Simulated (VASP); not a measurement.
These are PW91 GGA, VASP's PBE PAW potentials (set 64) (plane waves; VASP) values and carry that method's errors.

A VASP calculation is set up with these files.

File POSCAR:
```
NiSb
1
    1.9869988129    -3.4415830671    -0.0000000000
    1.9869988129     3.4415830671     0.0000000000
    0.0000000000     0.0000000000     5.1772040690
Ni Sb
2 2
Direct
  0.0000000000   0.0000000000   0.5000000000
  0.0000000000   0.0000000000   0.0000000000
  0.3333330000   0.6666670000   0.2500000000
  0.6666670000   0.3333330000   0.7500000000
```

**KPOINTS**
```
Automatic mesh
0
Gamma
10 10 7
0 0 0
```

**INCAR**
```
ALGO  =  Normal
EDIFF  =  1E-7
ENCUT  =  520
GGA  =  91
ISIF  =  2
ISMEAR  =  -5
LASPH  =  .TRUE.
LCHARG  =  .TRUE.
LEFG  =  .TRUE.
LMAXMIX  =  4
LORBIT  =  11
LREAL  =  .FALSE.
LWAVE  =  .FALSE.
NEDOS  =  601
NELM  =  100
PREC  =  Accurate
SYSTEM  =  NiSb
```

POTCAR, in this order: Ni Sb (PBE.64 set). Program: vasp_std.

What VASP printed:

File OSZICAR:
```
       N       E                     dE             d eps       ncg     rms          rms(c)
DAV:   1     0.168402445372E+03    0.16840E+03   -0.12538E+04  2128   0.161E+03
DAV:   2    -0.125426600083E+02   -0.18095E+03   -0.17642E+03  2137   0.320E+02
DAV:   3    -0.214098484348E+02   -0.88672E+01   -0.85879E+01  2413   0.875E+01
DAV:   4    -0.216693165248E+02   -0.25947E+00   -0.25817E+00  2360   0.140E+01
DAV:   5    -0.216783775952E+02   -0.90611E-02   -0.90835E-02  2637   0.275E+00    0.128E+01
DAV:   6    -0.242840456301E+02   -0.26057E+01   -0.33545E+01  2332   0.105E+02    0.170E+01
DAV:   7    -0.203486863270E+02    0.39354E+01   -0.12435E+01  2342   0.741E+01    0.371E+00
DAV:   8    -0.204040154203E+02   -0.55329E-01   -0.14927E+00  2928   0.108E+01    0.259E+00
DAV:   9    -0.203466715144E+02    0.57344E-01   -0.25603E-01  2419   0.860E+00    0.606E-01
DAV:  10    -0.203471806220E+02   -0.50911E-03   -0.78963E-03  2290   0.844E-01    0.462E-01
DAV:  11    -0.203467537583E+02    0.42686E-03   -0.66508E-04  2596   0.215E-01    0.131E-01
DAV:  12    -0.203466484488E+02    0.10531E-03   -0.54370E-04  3074   0.375E-01    0.352E-02
DAV:  13    -0.203466548870E+02   -0.64382E-05   -0.62194E-05  2339   0.673E-02    0.259E-02
DAV:  14    -0.203466514215E+02    0.34655E-05   -0.16772E-06  3177   0.142E-02    0.809E-03
DAV:  15    -0.203466507973E+02    0.62420E-06   -0.27392E-07  1802   0.467E-03    0.191E-03
DAV:  16    -0.203466502081E+02    0.58916E-06   -0.75369E-08  1225   0.336E-03    0.822E-04
DAV:  17    -0.203466498769E+02    0.33125E-06   -0.44013E-08  1175   0.187E-03    0.219E-04
DAV:  18    -0.203466498300E+02    0.46880E-07   -0.11699E-08  1160   0.123E-03
   1 F= -.20346650E+02 E0= -.20346650E+02  d E =0.000000E+00
```

OUTCAR:
```
------------------------ aborting loop because EDIFF is reached ----------------------------------------
  FORCE on cell =-STRESS in cart. coord.  units (eV):
  Direction    XX          YY          ZZ          XY          YZ          ZX
  --------------------------------------------------------------------------------------
  Total       -0.0190428     -0.0190428     -0.0228053      0.0000000      0.0000000      0.0000000
  in kB       -0.4308830     -0.4308830     -0.5160177      0.0000000      0.0000000      0.0000000
  external PRESSURE =      -0.4592612 kB  Pullay stress =       0.0000000 kB
  volume of cell :       70.81
      direct lattice vectors                 reciprocal lattice vectors
     1.986998813 -3.441583067  0.000000000     0.251635782 -0.145281979  0.000000000
     1.986998813  3.441583067  0.000000000     0.251635782  0.145281979  0.000000000
     0.000000000  0.000000000  5.177204069     0.000000000  0.000000000  0.193154449
 POSITION                                       TOTAL-FORCE (eV/Angst)
 -----------------------------------------------------------------------------------
      0.00000      0.00000      2.58860         0.000000      0.000000     -0.000000
      0.00000      0.00000      0.00000         0.000000      0.000000     -0.000000
      1.98700      1.14720      1.29430         0.000000      0.000000      0.000000
      1.98700     -1.14720      3.88290        -0.000000     -0.000000      0.000000
 -----------------------------------------------------------------------------------
    total drift:                               -0.000000      0.000000      0.000000
  FREE ENERGIE OF THE ION-ELECTRON SYSTEM (eV)
  ---------------------------------------------------
  free  energy   TOTEN  =       -20.3466498300 eV

  energy  without entropy=      -20.3466498300  energy(sigma->0) =      -20.34664983

 total charge

# of ion       s       p       d       tot
------------------------------------------
    1        0.439   0.455   8.460   9.354
    2        0.439   0.455   8.460   9.354
    3        1.141   1.207   0.069   2.416
    4        1.141   1.207   0.069   2.416
--------------------------------------------------
tot          3.160   3.322  17.058  23.541

 Electric field gradients after diagonalization (V/A^2)
 (convention: |V_zz| > |V_xx| > |V_yy|)
----------------------------------------------------------------------
 ion       V_xx      V_yy      V_zz     asymmetry (V_yy - V_xx)/ V_zz
----------------------------------------------------------------------
   1      10.251    10.243   -20.494       0.000
   2      10.251    10.243   -20.494       0.000
   3     -38.096   -38.096    76.192       0.000
   4     -38.096   -38.096    76.192       0.000
```
(Selected blocks of OUTCAR.)

For a metal the tetrahedron method with Blöchl corrections gives inexact stress and forces.

The compound is NiSb in the NiAs type structure. It was relaxed first. The run is not spin-polarised, so no magnetic state was tried.
